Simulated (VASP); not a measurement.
# Ru from a squeezed to a stretched cell, part 3 of 3

How does Ru change with the volume? The starting structure is a measured crystal structure from the Crystallography Open Database. All runs use LDA. The equilibrium cell comes from relaxations that aren't shown. At each volume, shape and positions are relaxed as far as symmetry leaves them free.

VASP 6.6.1.

Results so far: the equilibrium volume 0.0 GPa; 0.96 of the equilibrium volume 16.5 GPa; 1.04 of the equilibrium volume -13.1 GPa; 0.92 of the equilibrium volume 37.3 GPa; 0.98 of the equilibrium volume 7.8 GPa; 1.02 of the equilibrium volume -6.9 GPa.

### 8. Relaxation at 0.9 of the equilibrium volume (continued)

Level of this step: LDA; plane waves and PAW (Ru_pv) (VASP).

From OUTCAR (step 8):

```text
  Total        7.3195330      7.3195330      7.3223410      0.0000000      0.0000000      0.0000000
  in kB      496.5776300    496.5776311    496.7681305      0.0000000      0.0000000      0.0000000
  external PRESSURE =     496.6411306 kB  Pullay stress =       0.0000000 kB

 POSITION                                       TOTAL-FORCE (eV/Angst)
 -----------------------------------------------------------------------------------
     -0.00000      1.48968      1.02402         0.000000      0.000000      0.000000
      1.29010      0.74484      3.07207        -0.000000     -0.000000      0.000000
 -----------------------------------------------------------------------------------
    total drift:                               -0.000004      0.000002     -0.000000

  FREE ENERGIE OF THE ION-ELECTRON SYSTEM (eV)
  ---------------------------------------------------
  free  energy   TOTEN  =       -21.0203624596 eV

  energy  without entropy=      -21.0195288559  energy(sigma->0) =      -21.02008459

[... 2 parts as in an earlier step ...]

[... 2 further parts left out ...]
[key lines of the parts left out:]
E-fermi :  15.4351
```

0.9 of the equilibrium volume: 11.808 Å³ an atom and a pressure of 49.66 GPa. Further runs on this cell, not shown, give the modes B1g 352.9, E2g 250.2 cm⁻¹.

### 9. Relaxation at 1.06 of the equilibrium volume

File INCAR:

```
SYSTEM = Ru
PREC = Accurate
ENCUT = 500
EDIFF = 1E-07
NELM = 100
ISMEAR = 1
SIGMA = 0.15
LREAL = .FALSE.
ALGO = Normal
GGA = CA
NBANDS = 20
LASPH = .TRUE.
LORBIT = 11
LWAVE = .FALSE.
LCHARG = .FALSE.
KPAR = 4
IBRION = 2
NSW = 50
ISIF = 4
EDIFFG = -0.003
```

File POSCAR:

```
Ru
1.0
    2.7285964485      0.0000000000      0.0000000000
   -1.3642982242      2.3630338434      0.0000000000
    0.0000000000      0.0000000000      4.3138089726
Ru
2
Direct
    0.3333333300      0.6666666700      0.2500000000
    0.6666666700      0.3333333300      0.7500000000
```

File KPOINTS:

```
Automatic mesh
0
Gamma
18 18 10
0 0 0
```

PAW data sets: Ru_pv (LDA family, release 64).

Started as:

```
> mpirun -np 4 vasp_std
```

The program printed:

```text
[... set-up lines as in an earlier step ...]
 entering main loop
       N       E                     dE             d eps       ncg     rms          rms(c)
DAV:   1     0.280466035422E+03    0.28047E+03   -0.17367E+04  8896   0.151E+03
DAV:   2    -0.168038048245E+02   -0.29727E+03   -0.28900E+03  9204   0.453E+02
DAV:   3    -0.227725110119E+02   -0.59687E+01   -0.59130E+01 10136   0.716E+01
DAV:   4    -0.228207321234E+02   -0.48221E-01   -0.48175E-01 11616   0.602E+00
[...]
DAV:  10    -0.212941018161E+02   -0.16188E-04   -0.13037E-04 10020   0.115E-01    0.244E-02
DAV:  11    -0.212940991826E+02    0.26334E-05   -0.23233E-05 10080   0.454E-02    0.160E-03
DAV:  12    -0.212940991707E+02    0.11917E-07   -0.16115E-07  7512   0.383E-03
   1 F= -.21294099E+02 E0= -.21293781E+02  d E =-.212941E+02
[...]
N       E                     dE             d eps       ncg     rms          rms(c)
DAV:   1    -0.212996557995E+02   -0.55566E-02   -0.19846E-01  9052   0.349E+00    0.460E-01
DAV:   2    -0.212950245037E+02    0.46313E-02   -0.65219E-03  9296   0.684E-01    0.168E-01
DAV:   3    -0.212942155731E+02    0.80893E-03   -0.22481E-03  9668   0.316E-01    0.432E-02
DAV:   4    -0.212942164831E+02   -0.91003E-06   -0.65321E-05  9912   0.991E-02    0.790E-03
DAV:   5    -0.212942158503E+02    0.63277E-06   -0.27213E-06 10360   0.113E-02    0.269E-03
DAV:   6    -0.212942158127E+02    0.37613E-07   -0.65729E-08  7040   0.240E-03
   2 F= -.21294216E+02 E0= -.21293897E+02  d E =-.116642E-03
 trial-energy change:   -0.000117  1 .order   -0.000112   -0.000644    0.000420
 step:   0.6115(harm=  0.6052)  dis= 0.00000  next Energy=   -21.294297 (dE=-0.198E-03)
[...]
N       E                     dE             d eps       ncg     rms          rms(c)
DAV:   1    -0.212951179139E+02   -0.90206E-03   -0.29959E-02  8980   0.136E+00    0.178E-01
DAV:   2    -0.212944169670E+02    0.70095E-03   -0.98613E-04  9140   0.265E-01    0.656E-02
DAV:   3    -0.212942947519E+02    0.12222E-03   -0.34318E-04  9696   0.123E-01    0.169E-02
DAV:   4    -0.212942954190E+02   -0.66706E-06   -0.10026E-05  9844   0.389E-02    0.316E-03
DAV:   5    -0.212942954185E+02    0.42155E-09   -0.46158E-07  9332   0.466E-03
   3 F= -.21294295E+02 E0= -.21293974E+02  d E =-.196248E-03
[...]
reached required accuracy - stopping structural energy minimisation
```

Elapsed: 33 s, on 4 MPI ranks of Intel Xeon Platinum 8259CL at 2.50GHz (Skylake/Cascade Lake), shared host; peak memory 0.78 GiB.

From OUTCAR (step 9):

```text
  Total       -3.2211867     -3.2211867     -3.2225382     -0.0000000      0.0000000      0.0000000
  in kB     -185.5480161   -185.5480164   -185.6258659     -0.0000000      0.0000000      0.0000000
  external PRESSURE =    -185.5739662 kB  Pullay stress =       0.0000000 kB

 POSITION                                       TOTAL-FORCE (eV/Angst)
 -----------------------------------------------------------------------------------
     -0.00000      1.57691      1.07633         0.000000      0.000000      0.000000
      1.36564      0.78845      3.22899        -0.000000     -0.000000      0.000000
 -----------------------------------------------------------------------------------
    total drift:                               -0.000005      0.000003     -0.000000

  FREE ENERGIE OF THE ION-ELECTRON SYSTEM (eV)
  ---------------------------------------------------
  free  energy   TOTEN  =       -21.2942954185 eV

  energy  without entropy=      -21.2933317665  energy(sigma->0) =      -21.29397420

[... 2 parts as in an earlier step ...]

[... 2 further parts left out ...]
[key lines of the parts left out:]
E-fermi :  12.2463
```

1.06 of the equilibrium volume: 13.907 Å³ an atom and a pressure of -18.56 GPa. Further runs on this cell, not shown, give the modes B1g 231.1, E2g 199.0 cm⁻¹.

### 10. All runs side by side

```
                           run  volume (Å³/atom)  pressure (GPa)    B1g    E2g  core minutes
 0.9 of the equilibrium volume            11.808           49.66  352.9  250.2          2.27
0.92 of the equilibrium volume             12.07           37.31  335.8  243.1           4.2
0.96 of the equilibrium volume            12.595           16.49  303.5  229.5          2.53
0.98 of the equilibrium volume            12.858            7.76  288.2  223.0          3.13
        the equilibrium volume             13.12           -0.01  273.2  216.7          1.25
1.02 of the equilibrium volume            13.382           -6.93  258.8  210.5          2.73
1.04 of the equilibrium volume            13.645          -13.09  244.8  204.8          3.07
1.06 of the equilibrium volume            13.907          -18.56  231.1  199.0           2.2
```

Modes are in cm⁻¹ and matched by symmetry and order, imaginary ones as negative numbers. A number in brackets counts the listed modes of one symmetry from the lowest. The symmetry labels come from an automatic analysis and can be wrong where levels nearly coincide. Core minutes are wall time times ranks of the run shown, on a shared host.

### 11. What came out

```json
{
  "pressure at 0.9 of the equilibrium volume": "49.66 GPa",
  "pressure at 0.92 of the equilibrium volume": "37.31 GPa",
  "pressure at 0.96 of the equilibrium volume": "16.49 GPa",
  "pressure at 0.98 of the equilibrium volume": "7.76 GPa",
  "pressure at the equilibrium volume": "-0.01 GPa",
  "pressure at 1.02 of the equilibrium volume": "-6.93 GPa",
  "pressure at 1.04 of the equilibrium volume": "-13.09 GPa",
  "pressure at 1.06 of the equilibrium volume": "-18.56 GPa"
}
```

Between 0.9 of the equilibrium volume and 1.06 of the equilibrium volume the pressure on Ru goes from 49.7 to -18.6 GPa. The B1g mode goes from 353 to 231 cm⁻¹, a mean mode Grüneisen parameter of 2.6. The E2g mode goes from 250 to 199 cm⁻¹, a mean mode Grüneisen parameter of 1.4. Further runs on this material are not shown.

[Lines on the potential files, build, host, timing and source positions are cut from VASP's logs without a mark.]

[Logs are printed without paths, hosts, clocks, repeated set-up lines and the standing remarks that a program may print on its own settings, such as how far it seeks lower states.]

[Hosts, paths, dates, database ids (printed as entryN), source tags and the programs' standing remarks are cut or masked in the printed files.]
